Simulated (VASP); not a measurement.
Crystal: Ba4Si.

```
Ba Si
1.0
    -3.96351    3.96351    3.96351
     3.96351   -3.96351    3.96351
     3.96351    3.96351   -3.96351
Ba Si
4 1
Direct
  0.50000 0.50000 0.50000
  0.50000 0.00000 0.00000
  0.00000 0.00000 0.50000
  0.00000 0.50000 0.00000
  0.00000 0.00000 0.00000
```

The cell was built by a generator and needn't be a form met in nature.

```yaml
Program: VASP 6.6.1
Task: relaxation of cell and atoms
Functional: PBE
Dispersion: TS
Potentials_or_basis: VASP PAW PBE potentials, release 64 (Ba_sv, Si)
Cutoff: 600 eV
k_mesh: 4 × 4 × 4
Occupations: fermi-dirac, width 0.05 eV
Spin: no spin polarisation
```

At the start: pressure -4.2 GPa; volume 49.81 Å³/atom.

Problem. Where does the relaxation end?

Solution. Over 5 steps the energy falls by 252.1 meV/atom and the volume is 37.53 Å³/atom (-24.7 %); space group Im-3m (No. 229, to 0.05 Å).

Step by step:
| step | energy change (eV) | largest force (eV/Å) | pressure (GPa) | volume (Å³) |
| --- | --- | --- | --- | --- |
| 1 | 0.0000 | 0.0000 | -4.22 | 249.06 |
| 2 | -1.0768 | 0.0000 | -2.67 | 204.70 |
| 3 | -1.2570 | 0.0000 | -0.35 | 189.04 |
| 4 | -1.2613 | 0.0000 | 0.10 | 186.98 |
| 5 | -1.2606 | 0.0000 | -0.05 | 187.66 |

Final structure:
```
Ba Si
1.0
    -3.60663    3.60663    3.60663
     3.60663   -3.60663    3.60663
     3.60663    3.60663   -3.60663
Ba Si
4 1
Direct
  0.50000 0.50000 0.50000
  0.50000 0.00000 0.00000
  0.00000 0.00000 0.50000
  0.00000 0.50000 0.00000
  0.00000 0.00000 0.00000
```

Caveat: atom-pairwise D2, TS and ULG terms overbind metals; the volume moved by over 15 % at a fixed basis, so the end points are rough; pairwise dispersion overbinds metals, which lowers pressure and volume.
